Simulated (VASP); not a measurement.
Computed with PBEsol GGA, VASP's PBE PAW potentials (set 64) (plane waves; VASP).

The input files of a VASP run:

POSCAR:
```
AgPPt5
3.963010
  1.0000000000   0.0000000000   0.0000000000
  0.0000000000   1.0000000000   0.0000000000
  0.0000000000   0.0000000000   1.7961120461
Ag P Pt
1 1 5
Cartesian
  0.5000000000   0.5000000000   0.0000000000
  0.0000000000   0.0000000000   0.8980560231
  0.0000000000   0.0000000000   0.0000000000
  0.5000000000   0.0000000000   1.2626488073
  0.5000000000   0.0000000000   0.5334632388
  0.0000000000   0.5000000000   1.2626488073
  0.0000000000   0.5000000000   0.5334632388
```

INCAR:
```
ISIF = 2   ! forces and stress, cell fixed
SIGMA = 0.2
EDIFF = 1E-6   ! SCF stop (eV)
LCHARG = .FALSE.
GGA = PS   ! PBEsol
NELM = 100   ! most electronic steps
LREAL = .FALSE.
PREC = Accurate
LMAXMIX = 6   ! l cut-off of mixed one-centre charges
SYSTEM = AgPPt5
ISMEAR = 0
ALGO = Normal
LASPH = .TRUE.   ! aspherical one-centre terms
LWAVE = .FALSE.
ENCUT = 300
```

**KPOINTS**
```
Automatic mesh
0
Gamma
6 6 3
0 0 0
```

POTCAR, in this order: Ag P Pt (PBE.64 set). Program: vasp_std.

Output

**OSZICAR**
```
       N       E                     dE             d eps       ncg     rms          rms(c)
DAV:   1     0.280154122274E+03    0.28015E+03   -0.23895E+04  1648   0.103E+03
DAV:   2    -0.352971941186E+02   -0.31545E+03   -0.29934E+03  1744   0.263E+02
DAV:   3    -0.475733156308E+02   -0.12276E+02   -0.11818E+02  1857   0.488E+01
DAV:   4    -0.477794127551E+02   -0.20610E+00   -0.20578E+00  1738   0.673E+00
DAV:   5    -0.477842948924E+02   -0.48821E-02   -0.48816E-02  1891   0.929E-01    0.265E+01
DAV:   6    -0.454623644250E+02    0.23219E+01   -0.85840E+00  1680   0.180E+01    0.138E+01
DAV:   7    -0.454237126918E+02    0.38652E-01   -0.14273E+00  1644   0.943E+00    0.671E+00
DAV:   8    -0.452906076856E+02    0.13311E+00   -0.10682E+00  1651   0.100E+01    0.353E+00
DAV:   9    -0.452350579722E+02    0.55550E-01   -0.17790E-01  1651   0.367E+00    0.479E-01
DAV:  10    -0.452340377012E+02    0.10203E-02   -0.11203E-02  1708   0.747E-01    0.264E-01
DAV:  11    -0.452339571605E+02    0.80541E-04   -0.10230E-03  1753   0.297E-01    0.111E-01
DAV:  12    -0.452339467282E+02    0.10432E-04   -0.19833E-04  1724   0.142E-01    0.370E-02
DAV:  13    -0.452339448386E+02    0.18895E-05   -0.17124E-05  1672   0.360E-02    0.118E-02
DAV:  14    -0.452339446083E+02    0.23033E-06   -0.36895E-06  1605   0.111E-02
   1 F= -.45233945E+02 E0= -.45181086E+02  d E =-.105717E+00
```

OUTCAR:
```
------------------------ aborting loop because EDIFF is reached ----------------------------------------
  FORCE on cell =-STRESS in cart. coord.  units (eV):
  Direction    XX          YY          ZZ          XY          YZ          ZX
  --------------------------------------------------------------------------------------
  Total       -7.2831963     -7.2831963     -7.4022223      0.0000000     -0.0000000     -0.0000000
  in kB     -104.3815319   -104.3815319   -106.0873927      0.0000000     -0.0000000     -0.0000000
  external PRESSURE =    -104.9501522 kB  Pullay stress =       0.0000000 kB
  volume of cell :      111.79
      direct lattice vectors                 reciprocal lattice vectors
     3.963010000  0.000000000  0.000000000     0.252333454  0.000000000  0.000000000
     0.000000000  3.963010000  0.000000000     0.000000000  0.252333454  0.000000000
     0.000000000  0.000000000  7.118010000     0.000000000  0.000000000  0.140488704
 POSITION                                       TOTAL-FORCE (eV/Angst)
 -----------------------------------------------------------------------------------
      1.98151      1.98151      0.00000         0.000000      0.000000      0.000000
      0.00000      0.00000      3.55900         0.000000      0.000000      0.000000
      0.00000      0.00000      0.00000         0.000000      0.000000      0.000000
      1.98151      0.00000      5.00389         0.000000     -0.000000      0.007056
      1.98151      0.00000      2.11412         0.000000     -0.000000     -0.007056
      0.00000      1.98151      5.00389         0.000000      0.000000      0.007056
      0.00000      1.98151      2.11412         0.000000      0.000000     -0.007056
 -----------------------------------------------------------------------------------
    total drift:                                0.000000     -0.000000     -0.000000
  FREE ENERGIE OF THE ION-ELECTRON SYSTEM (eV)
  ---------------------------------------------------
  free  energy   TOTEN  =       -45.2339446083 eV

  energy  without entropy=      -45.1282278562  energy(sigma->0) =      -45.18108623
```
(Selected blocks of OUTCAR.)

At this cut-off the stress carries a Pulay error, which pulls relaxed volumes low.

The structure comes from a computed database's AgPPt5 entry (P4/mmm); how it stands against other phases isn't given here. The cell was not relaxed at this level.
